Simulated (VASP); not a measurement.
```
CELL_PARAMETERS angstrom
      0.00000     2.93862     2.93862
      2.93862     0.00000     2.93862
      2.93862     2.93862     0.00000
ATOMIC_POSITIONS crystal
  Ca 0.00000 0.00000 0.00000
  Se 0.50000 0.50000 0.50000
```

Calculation: PBEsol GGA, VASP's PBE PAW potentials (set 64) (plane waves; VASP). Run with 500 eV cut-off, 8×8×8 Γ-centred mesh, Gaussian smearing of 0.050 eV, potentials Ca_sv Se.

Problem. Predict the energy per atom (σ→0), band gap (on the k-mesh) with the smallest direct gap where there is one.

Solution. 
```json
{
  "band gap (on the k-mesh)": "1.88 eV",
  "smallest direct gap (on the k-mesh)": "2.84 eV",
  "energy per atom (σ→0)": "-5.037 eV/atom"
}
```

Only differences to runs with the same potentials and settings are physical.

The structure was generated: CaSe was put into the rock salt type (Fm-3m), which need not be its known phase. It was relaxed first, which changed the volume by -22 %.
